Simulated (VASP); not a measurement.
Data:

```xyz
2
Lattice="0.0000 2.2713 2.2713 2.2713 0.0000 2.2713 2.2713 2.2713 0.0000" Properties=species:S:1:pos:R:3 pbc="T T T"
Zr     0.0000     0.0000     0.0000
C      2.2713     2.2713     2.2713
```

These are PBE GGA, VASP's PBE PAW potentials (set 64) (plane waves; VASP) values and carry that method's errors. Settings: 620 eV cut-off, 14×14×14 Γ-centred mesh, first-order Methfessel-Paxton smearing of 0.10 eV, potentials Zr_sv C.

Energy and stress use the plane-wave basis of the starting cell.

Q: The ions, cell shape and volume at an external pressure of 45.0 GPa are relaxed. Give the cell that the relaxation ends in.

A: 
```xyz
2
Lattice="0.0000 2.2403 2.2403 2.2403 0.0000 2.2403 2.2403 2.2403 0.0000" Properties=species:S:1:pos:R:3 pbc="T T T"
Zr     2.2403     2.2403     0.0000
C      2.2403     2.2403     2.2403
```
Space group Fm-3m (225), at a tolerance of 0.03 Å.

Q: How do energy and volume change from the first to the last step?

A: The energy (σ→0) changes by +109.8 meV/atom and the volume by -4.0 %, in 4 ionic steps.

The compound is ZrC in the rock salt structure. This run relaxes it under an external pressure of 45 GPa. Symmetry was kept, so distortions that lower it aren't found.
